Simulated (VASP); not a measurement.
Calculation: rev-vdW-DF2, VASP's PBE PAW potentials (set 64) (plane waves; VASP 6.6.1).

A VASP calculation is set up with these files.

File POSCAR:
```
Hf
1
    1.5868451518    -2.7484963891     0.0000000000
    1.5868451518     2.7484963891    -0.0000000000
   -0.0000000000     0.0000000000     5.0201967138
Hf
2
Direct
  0.3333330000   0.6666670000   0.2500000000
  0.6666670000   0.3333330000   0.7500000000
```

File KPOINTS:
```
Automatic
0
gamma
 15 15 8
0 0 0
```

### INCAR
```
AGGAC  =  0.0
ALGO  =  Normal
EDIFF  =  1E-7
ENCUT  =  520
GGA  =  MK
ISIF  =  2
ISMEAR  =  -5
LASPH  =  T
LCHARG  =  T
LMAXMIX  =  6
LORBIT  =  11
LREAL  =  F
LUSE_VDW  =  T
LWAVE  =  F
NEDOS  =  601
NELM  =  100
PARAM1  =  0.1234568
PARAM2  =  0.7114
PREC  =  Accurate
SYSTEM  =  Hf
ZAB_VDW  =  -1.8867
```

POTCAR, in this order: Hf_pv (PBE.64 set). Program: vasp_std.

Output

OSZICAR:
```
       N       E                     dE             d eps       ncg     rms          rms(c)
DAV:   1     0.519166822491E+02    0.51917E+02   -0.11779E+04  3788   0.136E+03
DAV:   2    -0.142686346351E+02   -0.66185E+02   -0.65272E+02  4692   0.271E+02
DAV:   3    -0.162698787947E+02   -0.20012E+01   -0.19756E+01  5154   0.305E+01
DAV:   4    -0.162890597828E+02   -0.19181E-01   -0.19196E-01  4310   0.369E+00
DAV:   5    -0.162893444941E+02   -0.28471E-03   -0.28498E-03  5196   0.366E-01    0.660E+01
DAV:   6    -0.158018319755E+02    0.48751E+00   -0.45465E-01  4002   0.523E+00    0.390E+01
DAV:   7    -0.156300270559E+02    0.17180E+00   -0.75478E-01  4032   0.648E+00    0.199E+00
DAV:   8    -0.156215134103E+02    0.85136E-02   -0.50279E-02  4224   0.174E+00    0.248E-01
DAV:   9    -0.156215976138E+02   -0.84204E-04   -0.10201E-03  5250   0.258E-01    0.198E-01
DAV:  10    -0.156215906547E+02    0.69592E-05   -0.68049E-05  4282   0.668E-02    0.307E-01
DAV:  11    -0.156215893532E+02    0.13014E-05   -0.90127E-06  4824   0.229E-02    0.127E-02
DAV:  12    -0.156215894438E+02   -0.90635E-07   -0.58407E-07  4922   0.589E-03
   1 F= -.15621589E+02 E0= -.15621589E+02  d E =0.000000E+00
```

**OUTCAR**
```
------------------------ aborting loop because EDIFF is reached ----------------------------------------
  FORCE on cell =-STRESS in cart. coord.  units (eV):
  Direction    XX          YY          ZZ          XY          YZ          ZX
  --------------------------------------------------------------------------------------
  Total       -0.0270607     -0.0270607     -0.0073360      0.0000000      0.0000000      0.0000000
  in kB       -0.9900784     -0.9900783     -0.2684025      0.0000000      0.0000000      0.0000000
  external PRESSURE =      -0.7495197 kB  Pullay stress =       0.0000000 kB
  volume of cell :       43.79
      direct lattice vectors                 reciprocal lattice vectors
     1.586845152 -2.748496389  0.000000000     0.315090606 -0.181917648  0.000000000
     1.586845152  2.748496389  0.000000000     0.315090606  0.181917648  0.000000000
     0.000000000  0.000000000  5.020196714     0.000000000  0.000000000  0.199195382
 POSITION                                       TOTAL-FORCE (eV/Angst)
 -----------------------------------------------------------------------------------
      1.58685      0.91617      1.25505        -0.000000      0.000000      0.000000
      1.58685     -0.91617      3.76515         0.000000     -0.000000      0.000000
 -----------------------------------------------------------------------------------
    total drift:                               -0.000000      0.000180     -0.000016
  FREE ENERGIE OF THE ION-ELECTRON SYSTEM (eV)
  ---------------------------------------------------
  free  energy   TOTEN  =       -15.6215894438 eV

  energy  without entropy=      -15.6215894438  energy(sigma->0) =      -15.62158944

 total charge

# of ion       s       p       d       tot
------------------------------------------
    1        0.397   6.395   1.588   8.380
    2        0.397   6.395   1.588   8.380
--------------------------------------------------
tot          0.793  12.789   3.177  16.759
```
(Selected blocks of OUTCAR.)

For a metal the tetrahedron method with Blöchl corrections gives inexact stress and forces.

The compound is Hf in the hcp structure. It was relaxed first.
